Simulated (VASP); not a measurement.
Input:

```cif
data_CW
_chemical_formula_sum 'W1 C1'
_space_group_name_H-M_alt 'P-6m2'
_space_group_IT_number 187
_space_group_name_Hall 'P -6 2'
_cell_length_a 2.92484
_cell_length_b 2.92484
_cell_length_c 2.84838
_cell_angle_alpha 90.000
_cell_angle_beta 90.000
_cell_angle_gamma 120.000
loop_
_atom_site_label
_atom_site_type_symbol
_atom_site_symmetry_multiplicity
_atom_site_Wyckoff_symbol
_atom_site_fract_x
_atom_site_fract_y
_atom_site_fract_z
_atom_site_occupancy
W1 W 1 a 0.00000 0.00000 0.00000 1
C1 C 1 d 0.33333 0.66667 0.50000 1
```

The numbers are results of PBE GGA, VASP's PBE PAW potentials (set 64) (plane waves; VASP), not measurements. Run with 600 eV cut-off, 14×14×12 Γ-centred mesh, first-order Methfessel-Paxton smearing of 0.10 eV, potentials W_sv C.

Each relaxation starts from this cell; other phases were not tried.

Task: The cell is relaxed at 10 GPa. What happens?

Result: The volume per atom goes from 10.55 to 10.29 Å³ (-2.4 %), and the cell becomes a = 2.8979 Å, b = 2.8979 Å, c = 2.8309 Å, α = 90.00°, β = 90.00°, γ = 120.00°, space group P-6m2.

Task: The cell is relaxed at 15 GPa. What happens?

Result: The volume per atom goes from 10.55 to 10.18 Å³ (-3.5 %), and the cell becomes a = b = 2.886 Å, c = 2.822 Å, α = β = 90.00°, γ = 120.00°, space group P-6m2.

Failed runs are left out, and for metals the shear rows, which the mesh's noise covers.

The compound is WC in the wc structure.
